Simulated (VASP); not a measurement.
Crystal: BaMgPF.

```
Ba P Mg F
1.0
     4.30970    0.00000    0.00000
     0.00000    4.30970    0.00000
     0.00000    0.00000    9.50320
Ba P Mg F
2 2 2 2
Cartesian
  2.1549 0.0000 1.5188
  0.0000 2.1549 7.9844
  2.1549 0.0000 6.2075
  0.0000 2.1549 3.2957
  2.1549 2.1549 4.7516
  0.0000 0.0000 4.7516
  2.1549 2.1549 0.0000
  0.0000 0.0000 0.0000
```

The cell comes from a database or a generator and needn't be the stable form of this composition.

```yaml
Program: VASP 6.6.1
Task: relaxation of cell and atoms
Functional: PBE
Potentials_or_basis: VASP PAW PBE potentials, release 64 (Ba_sv, P, Mg, F)
Cutoff: 600 eV
k_mesh: 6 × 6 × 4
Occupations: gaussian, width 0.03 eV
Spin: no spin polarisation
```

At the start: pressure 1.7 GPa; volume 22.06 Å³/atom.

Question: Where does the relaxation end?

Answer: Over 5 steps the energy falls by 3.7 meV/atom and the volume is 22.69 Å³/atom (+2.8 %); space group P4/nmm (No. 129, to 0.05 Å).

Step by step:
```csv
step,energy change (eV),largest force (eV/Å),pressure (GPa),volume (Å³)
1,0.0000,0.2803,1.67,176.51
2,-0.0262,0.1295,-0.36,182.43
3,-0.0275,0.0976,-0.02,181.33
4,-0.0286,0.0723,-0.01,181.38
5,-0.0300,0.0091,0.02,181.50
```

Final structure:
```
Ba P Mg F
1.0
     4.34375    0.00000    0.00000
     0.00000    4.34375    0.00000
     0.00000    0.00000    9.61928
Ba P Mg F
2 2 2 2
Cartesian
  2.1719 0.0000 1.5581
  0.0000 2.1719 8.0612
  2.1719 0.0000 6.2679
  0.0000 2.1719 3.3514
  2.1719 2.1719 4.8096
  0.0000 0.0000 4.8096
  2.1719 2.1719 0.0000
  0.0000 0.0000 0.0000
```
